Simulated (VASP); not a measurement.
Given:

```yaml
crystal:
  lattice:
    - [3.98474, 0.00000, 0.00000]
    - [0.00000, 3.98474, 0.00000]
    - [0.00000, 0.00000, 3.98474]
  atoms:
    - { symbol: Sr, position: [0.00000, 0.00000, 0.00000] }
    - { symbol: Ti, position: [0.50000, 0.50000, 0.50000] }
    - { symbol: O, position: [0.50000, 0.00000, 0.50000] }
    - { symbol: O, position: [0.00000, 0.50000, 0.50000] }
    - { symbol: O, position: [0.50000, 0.50000, 0.00000] }
```

Level of theory: SCAN meta-GGA, VASP's PBE PAW potentials (set 64) (plane waves; VASP). Settings: 520 eV cut-off, 7×7×7 Γ-centred mesh, Gaussian smearing of 0.050 eV, potentials Sr_sv Ti_sv O.

Q: Give the stress tensor in GPa (positive for a compressed cell).

A: 
```
-9.85   0.00   0.00
 0.00  -9.85   0.00
 0.00   0.00  -9.85
```
The pressure is its mean diagonal, -9.85 GPa.

The compound is SrTiO3 in the cubic perovskite structure, the ideal cubic form; the compound distorts at low or room temperature. This cell is one point of a volume scan, at 1.06 of the reference volume.
